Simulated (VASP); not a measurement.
```xyz
2
Lattice="0.0000 2.4534 2.4534 2.4534 0.0000 2.4534 2.4534 2.4534 0.0000" Properties=species:S:1:pos:R:3 pbc="T T T"
Eu     0.0000     0.0000     0.0000
O      2.4534     2.4534     2.4534
```

These are AM05 GGA, VASP's PBE PAW potentials (set 64) (plane waves; VASP) values and carry that method's errors. Run with 520 eV cut-off, Gaussian smearing of 0.050 eV, potentials Eu_2 O.

The 4f electrons are frozen in the core of the lanthanide potential, so 4f levels, which can set the real gap, and their magnetism are missing.

Q: Give the energies of bands 5 to 10 at the high-symmetry points, in eV from the valence-band maximum.

A: 
```csv
band,Γ,X,U,L,W
5,-0.11,-0.04,-1.16,-2.78,-1.60
6,-0.11,0.00,-0.79,-1.72,-0.25
7,-0.11,0.00,-0.20,-1.72,-0.25
8,4.69,2.54,4.46,6.81,5.99
9,6.00,8.65,8.44,9.40,5.99
10,6.00,11.01,9.79,9.40,9.54
```

The gap is direct, 2.54 eV, from the valence maximum at X to the conduction minimum at X.

The compound is EuO in the rock salt structure. It was relaxed first, which changed the volume by -13 %.
